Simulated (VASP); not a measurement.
A convergence study with VASP on Ag (fcc): one setting is varied, all else stays as given below, so the limit is that of these other settings. Each run relaxes cell and ions from the cell shown. The basis is that of the starting cell, so low cut-offs carry a Pulay error.

```xyz
1
Lattice="0.0000 2.0450 2.0450 2.0450 0.0000 2.0450 2.0450 2.0450 0.0000" Properties=species:S:1:pos:R:3 pbc="T T T"
Ag     0.0000     0.0000     0.0000
```

The numbers are results of PBEsol GGA, VASP's PBE PAW potentials (set 64) (plane waves; VASP), not measurements. The tightest run used: 700 eV cut-off, 13×13×13 Γ-centred mesh, first-order Methfessel-Paxton smearing of 0.10 eV, potentials Ag.

```json
[
 {"setting": "ENCUT = 200", "relaxed volume (Å³/atom)": "14.571", "E (eV/atom)": "-3.6025", "plane waves": "118"},
 {"setting": "ENCUT = 250", "relaxed volume (Å³/atom)": "16.355", "E (eV/atom)": "-3.3207", "plane waves": "169"},
 {"setting": "ENCUT = 300", "relaxed volume (Å³/atom)": "16.548", "E (eV/atom)": "-3.3193", "plane waves": "208"},
 {"setting": "ENCUT = 350", "relaxed volume (Å³/atom)": "16.479", "E (eV/atom)": "-3.3139", "plane waves": "268"}
]
```

**Question.** These are the cheaper rows. Estimate the results at ENCUT = 700, and how far the last row shown lies from them.

**Answer.** 
```tsv
quantity	tightest run	last row shown is off by
relaxed volume (Å³/atom)	16.602	-0.123
E (eV/atom)	-3.3087	-0.0052
```

Left out are rungs that failed or repeat a setting and relaxations that didn't move; long series are thinned to 24 rows.

The compound is Ag in the fcc structure.
